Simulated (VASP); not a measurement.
Given:

```
CELL_PARAMETERS angstrom
     -1.58000     1.58000     1.58000
      1.58000    -1.58000     1.58000
      1.58000     1.58000    -1.58000
ATOMIC_POSITIONS crystal
  Mo 0.00000 0.00000 0.00000
```

Method: PBE GGA with spin-orbit coupling, VASP's PBE PAW potentials (set 64) (plane waves; VASP). Run with 400 eV cut-off, 15×15×15 Γ-centred mesh, Gaussian smearing of 0.050 eV, potentials Mo_sv.

Task: What does the run give for the energy per atom (σ→0), band gap (over mesh and band path) with the smallest direct gap where there is one?

Result: 
| Item | Result |
|---|---|
| band gap (over mesh and band path) | none (metal, semimetal or under 0.01 eV) |
| energy per atom (σ→0) | -11.034 eV/atom |

Total energies compare only between runs with the same potentials, cut-off and functional.

The compound is Mo in the bcc structure. It was relaxed first.
